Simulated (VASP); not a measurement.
# Vibrations of MoS2: a test of the settings, part 2 of 3

How far do the zone-centre frequencies of MoS2 depend on the numerical settings? The starting structure is a measured crystal structure from the Crystallography Open Database.

VASP 6.6.1.

The database entry behind the starting cell differs from later determinations by our own check (about 0.3 % long), so it need not match the best structure at ambient conditions.

## Step 2: Reference modes (continued)

Level of this step: LDA; plane waves and PAW (Mo_sv, S) (VASP).

Parts of OUTCAR (step 2):

```text
ion  position               nearest neighbor table
   1  0.667  0.333  0.750-   4 2.38   6 2.38   4 2.38   6 2.38   4 2.38   6 2.38
   2  0.333  0.667  0.250-   3 2.38   5 2.38   3 2.38   5 2.38   3 2.38   5 2.38
   3  0.667  0.333  0.379-   2 2.38   2 2.38   2 2.38
   4  0.333  0.667  0.879-   1 2.38   1 2.38   1 2.38
   5  0.667  0.333  0.121-   2 2.38   2 2.38   2 2.38
   6  0.333  0.667  0.621-   1 2.38   1 2.38   1 2.38

  LATTYP: Found a hexagonal cell.
 ALAT       =     3.1228966759
 C/A-ratio  =     3.8629513858

 Subroutine GETGRP returns: Found 24 space group operations
 (whereof 12 operations were pure point group operations)

The static configuration has the point symmetry D_3d.
 The point group associated with its full space group is D_6h.

 Found     20 irreducible k-points:

   k-points           NKPTS =     20   k-points in BZ     NKDIM =     20   number of bands    NBANDS=     32

   dimension x,y,z NGX =    24 NGY =   24 NGZ =   84
   dimension x,y,z NGXF=    48 NGYF=   48 NGZF=  168

   ENCUT  =  450.0 eV  33.07 Ry    5.75 a.u.   5.40  5.40 20.87*2*pi/ulx,y,z

   NELECT =      52.0000    total number of electrons

 k-points in reciprocal lattice and weights: Automatic mesh
   0.00000000  0.00000000  0.00000000       0.008
   0.12500000  0.00000000  0.00000000       0.047
   0.25000000  0.00000000  0.00000000       0.047
   0.37500000  0.00000000  0.00000000       0.047
   0.50000000  0.00000000  0.00000000       0.023
   0.12500000  0.12500000  0.00000000       0.047
   0.25000000  0.12500000  0.00000000       0.094
   0.37500000  0.12500000  0.00000000       0.094
   0.25000000  0.25000000  0.00000000       0.047
[...]
0.25000000  0.25000000  0.50000000       0.047
   0.37500000  0.25000000  0.50000000       0.047

 average (electrostatic) potential at core
       1 -74.1444       2 -74.1444       3 -84.3637       4 -84.3637       5 -84.3637
       6 -84.3637

  Total        0.0007037      0.0007037     -0.0117239     -0.0000000      0.0000000      0.0000000
  in kB        0.0110656      0.0110656     -0.1843572     -0.0000000      0.0000000      0.0000000
  external PRESSURE =      -0.0540754 kB  Pullay stress =       0.0000000 kB

  energy-cutoff  :      450.00
  volume of cell :      101.89
      direct lattice vectors                 reciprocal lattice vectors
     3.122896676  0.000000000  0.000000000     0.320215525  0.184876520  0.000000000
    -1.561448338  2.704507855  0.000000000     0.000000000  0.369753040  0.000000000
     0.000000000  0.000000000 12.063598042     0.000000000  0.000000000  0.082894009

 POSITION                                       TOTAL-FORCE (eV/Angst)
 -----------------------------------------------------------------------------------
      1.56145      0.90150      9.04770         0.000000     -0.000000      0.000000
     -0.00000      1.80301      3.01590        -0.000000      0.000000      0.000000
      1.56145      0.90150      4.57040        -0.000000     -0.000000      0.001963
     -0.00000      1.80301     10.60220         0.000000      0.000000      0.001963
      1.56145      0.90150      1.46139         0.000000     -0.000000     -0.001963
     -0.00000      1.80301      7.49319        -0.000000      0.000000     -0.001963
 -----------------------------------------------------------------------------------
    total drift:                               -0.000000      0.000000     -0.000000

 MACROSCOPIC STATIC DIELECTRIC TENSOR (including local field effects in DFT)
 ------------------------------------------------------
          15.452997    -0.000000     0.000000
          -0.000000    15.452997     0.000000
           0.000000    -0.000000     7.476766
 ------------------------------------------------------

 PIEZOELECTRIC TENSOR (including local field effects)  for field in x, y, z        (C/m^2)
          XX          YY          ZZ          XY          YZ          ZX
  --------------------------------------------------------------------------------
  x     0.00000     0.00000     0.00000     0.00000     0.00000     0.00000
  y     0.00000     0.00000     0.00000     0.00000     0.00000     0.00000
  z     0.00000     0.00000     0.00000     0.00000     0.00000     0.00000

 BORN EFFECTIVE CHARGES (including local field effects) (in |e|, cummulative output)
 ---------------------------------------------------------------------------------
 ion    1
    1    -1.12813     0.00000     0.00000
    2     0.00000    -1.12813    -0.00000
    3    -0.00000     0.00000    -0.79755
 ion    2
    1    -1.12813     0.00000     0.00000
    2     0.00000    -1.12813    -0.00000
    3    -0.00000     0.00000    -0.79755
 ion    3
    1     0.56407    -0.00000    -0.00000
    2    -0.00000     0.56407     0.00000
    3     0.00000    -0.00000     0.39878
 ion    4
    1     0.56407    -0.00000     0.00000
    2    -0.00000     0.56407    -0.00000
    3    -0.00000     0.00000     0.39878
 ion    5
    1     0.56407    -0.00000     0.00000
    2    -0.00000     0.56407    -0.00000
    3     0.00000     0.00000     0.39878
 ion    6
    1     0.56407    -0.00000    -0.00000
    2    -0.00000     0.56407     0.00000
    3     0.00000    -0.00000     0.39878

 Eigenvectors and eigenvalues of the dynamical matrix
 ----------------------------------------------------

   1 f  =   14.265841 THz    89.634922 2PiTHz  475.857231 cm-1    58.998751 meV
             X         Y         Z           dx          dy          dz
      1.561448  0.901503  9.047699    -0.000000    0.000000   -0.441663
     -0.000000  1.803005  3.015900     0.000000   -0.000000    0.441663
      1.561448  0.901503  4.570404    -0.000000    0.000000   -0.390470
     -0.000000  1.803005 10.602203     0.000000   -0.000000    0.390470
      1.561448  0.901503  1.461395    -0.000000    0.000000   -0.390470
     -0.000000  1.803005  7.493194     0.000000   -0.000000    0.390470

   2 f  =   14.114639 THz    88.684889 2PiTHz  470.813662 cm-1    58.373428 meV
             X         Y         Z           dx          dy          dz
      1.561448  0.901503  9.047699     0.000000   -0.000000    0.447600
     -0.000000  1.803005  3.015900     0.000000   -0.000000    0.447600
      1.561448  0.901503  4.570404    -0.000000    0.000000   -0.387075
     -0.000000  1.803005 10.602203    -0.000000    0.000000   -0.387075
      1.561448  0.901503  1.461395    -0.000000    0.000000   -0.387075
     -0.000000  1.803005  7.493194    -0.000000    0.000000   -0.387075

   3 f  =   12.381681 THz    77.796398 2PiTHz  413.008430 cm-1    51.206496 meV
             X         Y         Z           dx          dy          dz
      1.561448  0.901503  9.047699     0.000000   -0.000000    0.000000
     -0.000000  1.803005  3.015900     0.000000    0.000000   -0.000000
      1.561448  0.901503  4.570404    -0.000000   -0.000000   -0.500000
     -0.000000  1.803005 10.602203    -0.000000    0.000000   -0.500000
      1.561448  0.901503  1.461395    -0.000000   -0.000000    0.500000
     -0.000000  1.803005  7.493194    -0.000000    0.000000    0.500000

   4 f  =   12.252896 THz    76.987213 2PiTHz  408.712600 cm-1    50.673881 meV
             X         Y         Z           dx          dy          dz
      1.561448  0.901503  9.047699     0.000000   -0.000000    0.000000
     -0.000000  1.803005  3.015900    -0.000000   -0.000000   -0.000000
      1.561448  0.901503  4.570404     0.000000    0.000000    0.500000
     -0.000000  1.803005 10.602203    -0.000000    0.000000   -0.500000
      1.561448  0.901503  1.461395     0.000000    0.000000   -0.500000
     -0.000000  1.803005  7.493194    -0.000000    0.000000    0.500000

   5 f  =   11.651408 THz    73.207955 2PiTHz  388.649133 cm-1    48.186330 meV
             X         Y         Z           dx          dy          dz
      1.561448  0.901503  9.047699    -0.127652    0.429192    0.000000
     -0.000000  1.803005  3.015900    -0.127652    0.429192   -0.000000
      1.561448  0.901503  4.570404     0.110319   -0.370917   -0.000000
     -0.000000  1.803005 10.602203     0.110319   -0.370917   -0.000000
      1.561448  0.901503  1.461395     0.110319   -0.370917   -0.000000
     -0.000000  1.803005  7.493194     0.110319   -0.370917    0.000000

   6 f  =   11.651408 THz    73.207955 2PiTHz  388.649133 cm-1    48.186330 meV
             X         Y         Z           dx          dy          dz
      1.561448  0.901503  9.047699     0.429192    0.127652   -0.000000
     -0.000000  1.803005  3.015900     0.429192    0.127652    0.000000
      1.561448  0.901503  4.570404    -0.370917   -0.110319    0.000000
     -0.000000  1.803005 10.602203    -0.370917   -0.110319    0.000000
      1.561448  0.901503  1.461395    -0.370917   -0.110319   -0.000000
     -0.000000  1.803005  7.493194    -0.370917   -0.110319   -0.000000

   7 f  =   11.637305 THz    73.119344 2PiTHz  388.178713 cm-1    48.128005 meV
             X         Y         Z           dx          dy          dz
      1.561448  0.901503  9.047699    -0.127293    0.427985    0.000000
     -0.000000  1.803005  3.015900     0.127293   -0.427985    0.000000
      1.561448  0.901503  4.570404    -0.110527    0.371613    0.000000
     -0.000000  1.803005 10.602203     0.110527   -0.371613   -0.000000
      1.561448  0.901503  1.461395    -0.110527    0.371613   -0.000000
     -0.000000  1.803005  7.493194     0.110527   -0.371613    0.000000

   8 f  =   11.637305 THz    73.119344 2PiTHz  388.178713 cm-1    48.128005 meV
             X         Y         Z           dx          dy          dz
      1.561448  0.901503  9.047699    -0.427985   -0.127293    0.000000
     -0.000000  1.803005  3.015900     0.427985    0.127293   -0.000000
      1.561448  0.901503  4.570404    -0.371613   -0.110527    0.000000
     -0.000000  1.803005 10.602203     0.371613    0.110527   -0.000000
      1.561448  0.901503  1.461395    -0.371613   -0.110527   -0.000000
     -0.000000  1.803005  7.493194     0.371613    0.110527    0.000000

   9 f  =    8.713584 THz    54.749064 2PiTHz  290.653882 cm-1    36.036472 meV
             X         Y         Z           dx          dy          dz
      1.561448  0.901503  9.047699     0.000000   -0.000000   -0.000000
     -0.000000  1.803005  3.015900     0.000000    0.000000   -0.000000
      1.561448  0.901503  4.570404     0.142538   -0.479252   -0.000000
     -0.000000  1.803005 10.602203     0.142538   -0.479252    0.000000
      1.561448  0.901503  1.461395    -0.142538    0.479252    0.000000
     -0.000000  1.803005  7.493194    -0.142538    0.479252   -0.000000

  10 f  =    8.713584 THz    54.749064 2PiTHz  290.653882 cm-1    36.036472 meV
             X         Y         Z           dx          dy          dz
      1.561448  0.901503  9.047699    -0.000000   -0.000000    0.000000
     -0.000000  1.803005  3.015900    -0.000000    0.000000   -0.000000
      1.561448  0.901503  4.570404    -0.479252   -0.142538   -0.000000
     -0.000000  1.803005 10.602203    -0.479252   -0.142538   -0.000000
      1.561448  0.901503  1.461395     0.479252    0.142538    0.000000
     -0.000000  1.803005  7.493194     0.479252    0.142538    0.000000

  11 f  =    8.615714 THz    54.134125 2PiTHz  287.389272 cm-1    35.631712 meV
             X         Y         Z           dx          dy          dz
      1.561448  0.901503  9.047699     0.000000   -0.000000   -0.000000
     -0.000000  1.803005  3.015900    -0.000000   -0.000000    0.000000
      1.561448  0.901503  4.570404    -0.142539    0.479252    0.000000
     -0.000000  1.803005 10.602203     0.142539   -0.479252    0.000000
      1.561448  0.901503  1.461395     0.142539   -0.479252   -0.000000
     -0.000000  1.803005  7.493194    -0.142539    0.479252   -0.000000

  12 f  =    8.615714 THz    54.134125 2PiTHz  287.389272 cm-1    35.631712 meV
             X         Y         Z           dx          dy          dz
      1.561448  0.901503  9.047699    -0.000000    0.000000    0.000000
     -0.000000  1.803005  3.015900     0.000000   -0.000000    0.000000
      1.561448  0.901503  4.570404     0.479252    0.142539    0.000000
     -0.000000  1.803005 10.602203    -0.479252   -0.142539   -0.000000
      1.561448  0.901503  1.461395    -0.479252   -0.142539   -0.000000
     -0.000000  1.803005  7.493194     0.479252    0.142539    0.000000

  13 f  =    1.653876 THz    10.391609 2PiTHz   55.167364 cm-1     6.839878 meV
             X         Y         Z           dx          dy          dz
      1.561448  0.901503  9.047699     0.000000   -0.000000    0.552209
     -0.000000  1.803005  3.015900    -0.000000   -0.000000   -0.552209
      1.561448  0.901503  4.570404    -0.000000   -0.000000   -0.312303
     -0.000000  1.803005 10.602203     0.000000   -0.000000    0.312303
      1.561448  0.901503  1.461395    -0.000000   -0.000000   -0.312303
     -0.000000  1.803005  7.493194     0.000000   -0.000000    0.312303
    [... 43 further lines ...]
      1.561448  0.901503  1.461395     0.310830    0.060289   -0.000000
     -0.000000  1.803005  7.493194     0.310830    0.060289   -0.000000

 MACROSCOPIC STATIC DIELECTRIC TENSOR IONIC CONTRIBUTION
 ------------------------------------------------------
           0.211645    -0.000000     0.000000
          -0.000000     0.211645    -0.000000
           0.000000    -0.000000     0.072106
 ------------------------------------------------------

 ELASTIC MODULI CONTR FROM IONIC RELAXATION (kBar)
 Direction    XX          YY          ZZ          XY          YZ          ZX
 --------------------------------------------------------------------------------
 XX        -435.9730   -275.7951   -976.7139      0.0000      0.0000      0.0000
 YY        -275.7951   -435.9730   -976.7139      0.0000      0.0000      0.0000
 ZZ        -976.7139   -976.7139  -2680.5643      0.0000      0.0000      0.0000
 XY           0.0000      0.0000      0.0000    -80.0889     -0.0000      0.0000
 YZ          -0.0000      0.0000      0.0000     -0.0000  -1454.1420      0.0000
 ZX           0.0000      0.0000      0.0000      0.0000      0.0000  -1151.4449
 --------------------------------------------------------------------------------

 PIEZOELECTRIC TENSOR IONIC CONTR  for field in x, y, z        (C/m^2)
          XX          YY          ZZ          XY          YZ          ZX
  --------------------------------------------------------------------------------
  x     0.00000    -0.00000    -0.00000    -0.00000    -0.00000    -0.00000
  y    -0.00000     0.00000     0.00000     0.00000    -0.00000     0.00000
  z    -0.00000    -0.00000     0.00000     0.00000    -0.00000     0.00000
```

Energies printed during the response cycles are not total energies of the cell.

Reference: the zone-centre modes are B1g (2) 475.9, A2u 470.8, A1g 413.0, B2u 408.7, E1g 290.7, E2u 287.4, B1g (1) 55.2, E2g 36.2 cm⁻¹ (levels within 1 cm⁻¹ of another are left out).

## Step 3: Modes with a 4×4×1 mesh

Against step 2 the input has a 4×4×1 mesh (also changed: KPAR).

Input file INCAR:

```
SYSTEM = MoS2
PREC = Accurate
ENCUT = 450
EDIFF = 1E-08
NELM = 100
ISMEAR = 0
SIGMA = 0.03
LREAL = .FALSE.
ALGO = Normal
GGA = CA
NBANDS = 32
LORBIT = 11
LWAVE = .FALSE.
LCHARG = .FALSE.
KPAR = 2
IBRION = 8
LEPSILON = .TRUE.
ISIF = 2
```

Input file POSCAR:

```
MoS2
1.0
    3.1228966759      0.0000000000      0.0000000000
   -1.5614483380      2.7045078548      0.0000000000
    0.0000000000      0.0000000000     12.0635980418
Mo S
2 4
Direct
    0.6666666667      0.3333333333      0.7500000000
    0.3333333333      0.6666666667      0.2500000000
    0.6666666667      0.3333333333      0.3788591205
    0.3333333333      0.6666666667      0.8788591205
    0.6666666667      0.3333333333      0.1211408795
    0.3333333333      0.6666666667      0.6211408795
```

Input file KPOINTS:

```
Automatic mesh
0
Gamma
4 4 1
0 0 0
```

Potentials, in the order of the species: Mo_sv and S (LDA family, release 64).

Command:

```
$ mpirun -np 4 vasp_std
```

The program printed:

```text
[banner, memory and clock lines left out]
running    4 mpi-ranks, on    1 nodes
[...]
LDA part: xc-table for (Slater(with rela. corr.)+CA(PZ))
 , standard interpolation
 POSCAR, INCAR and KPOINTS ok, starting setup
[...]
entering main loop
       N       E                     dE             d eps       ncg     rms          rms(c)
DAV:   1     0.430758535480E+03    0.43076E+03   -0.27048E+04   288   0.138E+03
DAV:   2    -0.260484768496E+02   -0.45681E+03   -0.44383E+03   304   0.392E+02
DAV:   3    -0.513061321853E+02   -0.25258E+02   -0.25060E+02   320   0.788E+01
DAV:   4    -0.518479336860E+02   -0.54180E+00   -0.54021E+00   304   0.119E+01
[...]
DAV:  15    -0.490379501111E+02   -0.51148E-07   -0.84120E-07   336   0.535E-03    0.179E-03
DAV:  16    -0.490379500802E+02    0.30829E-07   -0.19608E-07   336   0.274E-03    0.613E-04
DAV:  17    -0.490379500811E+02   -0.84128E-09   -0.14874E-08   232   0.680E-04
   1 F= -.49037950E+02 E0= -.49037950E+02  d E =-.527620E-54
[...]
RMM:  13    -0.909507103147E-01   -0.92775E-08    0.37038E-08  1221   0.262E-05    0.158E-06
 first order change of Fermi-energy   0.85059E-02
 force on displaced ion       3 direction 1 : -10.351  -0.003  -0.000
 Born effective charge ion    3 direction 1 :   0.795   0.000   0.000
 Linear response progress:
  Degree of freedom:   4/  4
       N       E                     dE             d eps       ncg     rms          rms(c)
RMM:   1    -0.171310374433E+00   -0.17131E+00   -0.15373E-01   614   0.165E+00
RMM:   2    -0.148452554052E+00    0.22858E-01   -0.15317E-02   404   0.514E-01    0.386E-01
RMM:   3    -0.148469209660E+00   -0.16656E-04   -0.15357E-03   415   0.142E-01    0.255E-01
RMM:   4    -0.148657992826E+00   -0.18878E-03   -0.17789E-04   404   0.765E-02    0.348E-02
[...]
RMM:  17    -0.148694694766E+00   -0.17137E-08   -0.40409E-07   413   0.274E-05    0.194E-07
RMM:  18    -0.148694693548E+00    0.12179E-08   -0.31520E-07   400   0.274E-05    0.111E-07
RMM:  19    -0.148694672002E+00    0.21547E-07   -0.34887E-07   408   0.274E-05    0.446E-08
 first order change of Fermi-energy  -0.12108E+01
 force on displaced ion       3 direction 3 :   0.000  -0.000 -18.116
 Born effective charge ion    3 direction 3 :   0.000   0.000   0.015
 Born effective charges drift removed
 Linear response finished
```

Run time: 68 s. Hardware: 4 MPI ranks of AMD EPYC 9R14 (Zen 4), shared host; peak memory 0.79 GiB; 4.5 min of CPU time.

Parts of OUTCAR (step 3):

```text
  Total       -0.3234956     -0.3234956      0.1299206      0.0000000      0.0000000     -0.0000000
  in kB       -5.0869351     -5.0869351      2.0429883      0.0000000      0.0000000     -0.0000000
  external PRESSURE =      -2.7102940 kB  Pullay stress =       0.0000000 kB

 POSITION                                       TOTAL-FORCE (eV/Angst)
 -----------------------------------------------------------------------------------
      1.56145      0.90150      9.04770        -0.000000      0.000000      0.000000
     -0.00000      1.80301      3.01590         0.000000     -0.000000      0.000000
      1.56145      0.90150      4.57040        -0.000000     -0.000000     -0.075873
     -0.00000      1.80301     10.60220         0.000000     -0.000000     -0.075873
      1.56145      0.90150      1.46139        -0.000000      0.000000      0.075873
     -0.00000      1.80301      7.49319         0.000000      0.000000      0.075873
 -----------------------------------------------------------------------------------
    total drift:                               -0.000000      0.000000     -0.000000

 MACROSCOPIC STATIC DIELECTRIC TENSOR (including local field effects in DFT)
 ------------------------------------------------------
          13.051486    -0.000000    -0.000000
          -0.000000    13.051486     0.000000
          -0.000000     0.000000     8.397505
 ------------------------------------------------------

 MACROSCOPIC STATIC DIELECTRIC TENSOR IONIC CONTRIBUTION
 ------------------------------------------------------
           0.249159    -0.000000    -0.000000
          -0.000000     0.249159     0.000000
          -0.000000     0.000000     0.015654
 ------------------------------------------------------

[... 1 part as in an earlier step ...]

[... 1 further part left out ...]
```

With a 4×4×1 mesh the compared modes are at the top B1g (2) 473.6, A2u 471.8 cm⁻¹, at the bottom B1g (1) 54.8, E2g 34.9 cm⁻¹, with 4 more of the listed ones between; the largest shift among the levels compared is +5.7 cm⁻¹, in A1g, from the reference.

(Part 2 of 3 ends here.)

[Lines on the potential files, build, host, timing and source positions are cut from VASP's logs without a mark.]

[Logs are printed without paths, hosts, clocks, repeated set-up lines and the standing remarks that a program may print on its own settings, such as how far it seeks lower states.]

[Hosts, paths, dates, database ids (printed as entryN), source tags and the programs' standing remarks are cut or masked in the printed files.]
